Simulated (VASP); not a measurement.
AlN (zinc blende): the mBJ gap over mesh and path against the volume, with the cell scaled uniformly; PBEsol's own equilibrium is at 10.486 Å³/atom. VASP (PAW), 520 eV cut-off, 12×12×12 Γ-centred mesh, Gaussian smearing of 0.050 eV, potentials Al N. mBJ is a potential without an energy functional, so only the levels count. Fit the value as a straight line in ln V.

```
V (Å³/atom)  mBJ gap over mesh and path (eV)
-----------  -------------------------------
9.227                                  4.957
9.542                                  4.922
9.857                                  4.887
10.171                                 4.851
10.486                                 4.814
10.8                                   4.776
```

Question: Fit the rows as the text says and predict the value at 11.115.

Answer: The slope against ln V is -1.15 eV, the volume deformation potential of this gap. The line misses the rows by up to 0.003 and gives 4.746 at 11.115. The run gave 4.739, -0.007 from the line.

Left out are failed runs and those whose mesh is unfit for this quantity.

The compound is AlN in the zinc blende structure, a metastable form; wurtzite is the usual one.
